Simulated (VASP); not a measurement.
Given:

```xyz
2
Lattice="0.0000 2.3460 2.3460 2.3460 0.0000 2.3460 2.3460 2.3460 0.0000" Properties=species:S:1:pos:R:3 pbc="T T T"
Na     0.0000     0.0000     0.0000
F      2.3460     2.3460     2.3460
```

All values below come from HSEsol screened hybrid, VASP's PBE PAW potentials (set 64) (plane waves; VASP). Run with 520 eV cut-off, 8×8×8 Γ-centred mesh, Gaussian smearing of 0.050 eV, potentials Na_pv F.

### Question
What does the run give for the energy per atom (σ→0), pressure, band gap (over the mesh, the named points and PBE's band edges) with the smallest direct gap where there is one?

### Answer

The band gap (over the mesh, the named points and PBE's band edges) comes out as 8.16 eV and the smallest direct gap (over the mesh, the named points and PBE's band edges) is 8.16 eV. The energy per atom (σ→0) is -5.248 eV/atom and the pressure is -3.01 GPa.

Only differences to runs with the same potentials and settings are physical.

The compound is NaF in the rock salt structure. It was relaxed first.
